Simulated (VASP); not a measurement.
Method: PBEsol GGA, VASP's PBE PAW potentials (set 64) (plane waves; VASP).

The input files of a VASP run:

### KPOINTS
```
k-points along high-symmetry lines
10
Line-mode
Reciprocal
  0.000000   0.000000   0.000000 ! GAMMA
  0.500000  -0.000000   0.000000 ! M

  0.500000  -0.000000   0.000000 ! M
  0.333333   0.333333   0.000000 ! K

  0.333333   0.333333   0.000000 ! K
  0.000000   0.000000   0.000000 ! GAMMA

  0.000000   0.000000   0.000000 ! GAMMA
  0.000000   0.000000   0.500000 ! A

  0.000000   0.000000   0.500000 ! A
  0.500000  -0.000000   0.500000 ! L

  0.500000  -0.000000   0.500000 ! L
  0.333333   0.333333   0.500000 ! H

  0.333333   0.333333   0.500000 ! H
  0.000000   0.000000   0.500000 ! A

  0.500000  -0.000000   0.500000 ! L
  0.500000  -0.000000   0.000000 ! M

  0.333333   0.333333   0.500000 ! H
  0.333333   0.333333   0.000000 ! K
```

**POSCAR**
```
PbO
1
    4.1814641299     0.0000000000     0.0000000000
   -2.0907320650     3.6212536449    -0.0000000000
   -0.0000000000    -0.0000000000     5.5260904639
Pb O
2 2
Direct
  0.3333330000   0.6666670000   0.9751668482
  0.6666670000   0.3333330000   0.4751668482
  0.3333330000   0.6666670000   0.3998331518
  0.6666670000   0.3333330000   0.8998331518
```

**INCAR**
```
! general
SYSTEM  = PbO
PREC    = Accurate
ENCUT   = 520
LREAL   = .False.
LASPH   = .True.
ICHARG  = 11

! electronic loop
EDIFF   = 1E-7
NELM    = 100
ALGO    = Normal
LMAXMIX = 4

! smearing
ISMEAR  = 0
SIGMA   = 0.05

! functional
GGA     = PS

! output
LWAVE   = .False.
LCHARG  = .False.
LORBIT  = 11
```

POTCAR, in this order: Pb_d O (PBE.64 set). Program: vasp_std. Read from the step before: CHGCAR.

Output

**OUTCAR**
```
 ion  position               nearest neighbor table
   1  0.333  0.667  0.975-   3 2.35   4 2.45   4 2.45   4 2.45   2 3.67   2 3.67   2 3.67   2 3.67
                             2 3.67   2 3.67
   2  0.667  0.333  0.475-   4 2.35   3 2.45   3 2.45   3 2.45   1 3.67   1 3.67   1 3.67   1 3.67
                             1 3.67   1 3.67
   3  0.333  0.667  0.400-   1 2.35   2 2.45   2 2.45   2 2.45
   4  0.667  0.333  0.900-   2 2.35   1 2.45   1 2.45   1 2.45
  LATTYP: Found a hexagonal cell.
 ALAT       =     4.1814641299
 C/A-ratio  =     1.3215683053
 Subroutine PRICEL returns:
 Original cell was already a primitive cell.
 Subroutine GETGRP returns: Found 12 space group operations
The static configuration has the point symmetry C_3v.
 The point group associated with its full space group is C_6v.
The dynamic configuration has the point symmetry C_3v.
 Subroutine INISYM returns: Found 12 space group operations
   k-points           NKPTS =     90   k-points in BZ     NKDIM =     90   number of bands    NBANDS=     24
   number of dos      NEDOS =    301   number of ions     NIONS =      4
   total plane-waves  NPLWV =  43008
   dimension x,y,z NGX =    32 NGY =   32 NGZ =   42
   dimension x,y,z NGXF=    64 NGYF=   64 NGZF=   84
   ions per type =               2   2
   PREC   = accura    normal or accurate (medium, high low for compatibility)
   ISTART =      0    job   : 0-new  1-cont  2-samecut
   ICHARG =     11    charge: 1-file 2-atom 10-const
   ISPIN  =      1    spin polarized calculation?
   LNONCOLLINEAR =      F non collinear calculations
   LSORBIT =      F    spin-orbit coupling
   INIWAV =      1    electr: 0-lowe 1-rand  2-diag
   ENCUT  =  520.0 eV  38.22 Ry    6.18 a.u.   7.77  7.77 10.27*2*pi/ulx,y,z
   NELM   =    100;   NELMIN=  2; NELMDL= -5     # of ELM steps
   EDIFF  = 0.1E-06   stopping-criterion for ELM
   LREAL  =      F    real-space projection
   NLSPLINE    = F    spline interpolate recip. space projectors
   LMAXMIX     =    4 max onsite mixed and CHGCAR
   VOSKOWN=      0    Vosko Wilk Nusair interpolation
   EDIFFG = 0.1E-05   stopping-criterion for IOM
   NSW    =      0    number of steps for IOM
   NBLOCK =      1;   KBLOCK =      1    inner block; outer block
...
```

File OSZICAR:
```
       N       E                     dE             d eps       ncg     rms          rms(c)
DAV:   1     0.450956488455E+03    0.45096E+03   -0.20554E+04  4320   0.197E+03
DAV:   2     0.340687220019E+02   -0.41689E+03   -0.41082E+03  4568   0.496E+02
DAV:   3    -0.196768116683E+02   -0.53746E+02   -0.52336E+02  5680   0.190E+02
DAV:   4    -0.219102499422E+02   -0.22334E+01   -0.22314E+01  5024   0.432E+01
DAV:   5    -0.219980333334E+02   -0.87783E-01   -0.87763E-01  6064   0.781E+00
DAV:   6    -0.220001103286E+02   -0.20770E-02   -0.20769E-02  5200   0.119E+00
DAV:   7    -0.220002217495E+02   -0.11142E-03   -0.11142E-03  6408   0.240E-01
DAV:   8    -0.220002271179E+02   -0.53685E-05   -0.53685E-05  5528   0.392E-02
DAV:   9    -0.220002271434E+02   -0.25419E-07   -0.25377E-07  4840   0.376E-03
   1 F= -.22000227E+02 E0= -.22000227E+02  d E =-.984189E-12
```

File OUTCAR:
```
 val. band max:        4.8002393208   @ k =   0.3333   0.3333   0.5000

 cond. band min:       6.4308812237   @ k =   0.5000   0.0000   0.3889



 k-point     1 :       0.0000    0.0000    0.0000
  band No.  band energies     occupation
      1     -13.0664      2.00000
      2     -12.9029      2.00000
      3     -11.3461      2.00000
      4     -11.3461      2.00000
      5     -11.3045      2.00000
      6     -11.3045      2.00000
      7     -11.2992      2.00000
      8     -11.2992      2.00000
      9     -11.2739      2.00000
     10     -11.1734      2.00000
     11     -11.1733      2.00000
     12     -10.2534      2.00000
     13      -2.0817      2.00000
     14      -1.9854      2.00000
     15       1.1795      2.00000
     16       1.6678      2.00000
     17       1.6678      2.00000
     18       2.4608      2.00000
     19       2.4609      2.00000
     20       2.4823      2.00000
     21       8.5623      0.00000
     22       9.3466      0.00000
     23       9.3466      0.00000
     24      10.0481      0.00000

 k-point     2 :       0.0556    0.0000    0.0000
  band No.  band energies     occupation
      1     -13.0647      2.00000
      2     -12.9033      2.00000
      3     -11.3463      2.00000
      4     -11.3396      2.00000
      5     -11.3033      2.00000
      6     -11.3032      2.00000
      7     -11.2971      2.00000
      8     -11.2937      2.00000
      9     -11.2723      2.00000
     10     -11.1750      2.00000
     11     -11.1725      2.00000
     12     -10.2536      2.00000
     13      -2.0944      2.00000
     14      -2.0141      2.00000
     15       0.9751      2.00000
     16       1.6376      2.00000
     17       1.9063      2.00000
     18       2.4493      2.00000
     19       2.4621      2.00000
     20       2.5053      2.00000
     21       8.5658      0.00000
     22       9.0980      0.00000
     23       9.3813      0.00000
     24       9.9539      0.00000

...
```

The density is held fixed in this step, so its total energy and stress have no physical meaning. Unless said otherwise, spin-orbit coupling is left out, though it shifts the bands of the heavy elements here.

The structure was generated: PbO was put into the wurtzite type (P6_3mc), which need not be its known phase. It was relaxed first, which changed the volume by +43 %.
